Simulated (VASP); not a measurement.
Level of theory: LDA (Ceperley-Alder, Perdew-Zunger), VASP's LDA PAW potentials (set 64) (plane waves; VASP).

VASP input:

INCAR:
```
SYSTEM = SiC
PREC = Accurate; ENCUT = 620; LREAL = F
LASPH = T
EDIFF = 1E-6; NELM = 100; ALGO = Normal
ISMEAR = 0; SIGMA = 0.05
IBRION = 2; NSW = 40; ISIF = 3
EDIFFG = -0.02; PSTRESS = 450
LWAVE = F; LCHARG = F
```

File POSCAR:
```
SiC
1
    1.4756171527    -2.5558436326     0.0000000000
    1.4756171527     2.5558436326     0.0000000000
    0.0000000000     0.0000000000     4.8407109139
Si C
2 2
Direct
  0.6666670000   0.3333330000   0.4996298064
  0.3333330000   0.6666670000   0.9996298064
  0.6666670000   0.3333330000   0.8753701936
  0.3333330000   0.6666670000   0.3753701936
```

**KPOINTS**
```
Automatic mesh
0
Gamma
9 9 5
0 0 0
```

POTCAR, in this order: Si C (LDA.64 set). Program: vasp_std.

Energy and stress use the plane-wave basis of the starting cell.

Q: What does the run give for the energy per atom (σ→0), volume per atom, band gap (on the k-mesh)?

A: 
```
Quantity                           Value
------------------------  --------------
energy per atom (σ→0)     -8.145 eV/atom
band gap (on the k-mesh)         1.84 eV
volume per atom             8.76 Å³/atom
```

File OSZICAR:
```
...
DAV:   8    -0.325905289911E+02   -0.98160E-07   -0.47210E-07   568   0.633E-03
   3 F= -.22737377E+02 E0= -.22737377E+02  d E =-.708253E-01
       N       E                     dE             d eps       ncg     rms          rms(c)
DAV:   1    -0.325796926198E+02    0.10836E-01   -0.53093E-04   924   0.214E-01    0.309E-02
DAV:   2    -0.325796821099E+02    0.10510E-04   -0.19185E-05  1068   0.363E-02    0.161E-02
DAV:   3    -0.325796793961E+02    0.27138E-05   -0.58736E-06   916   0.172E-02    0.280E-03
DAV:   4    -0.325796791689E+02    0.22720E-06   -0.53159E-07   460   0.541E-03
   4 F= -.22737438E+02 E0= -.22737438E+02  d E =-.708863E-01
```

The compound is SiC in the wurtzite structure, the rare 2H polytype. This run relaxes it under an external pressure of 45 GPa. Symmetry was kept, so distortions that lower it aren't found.
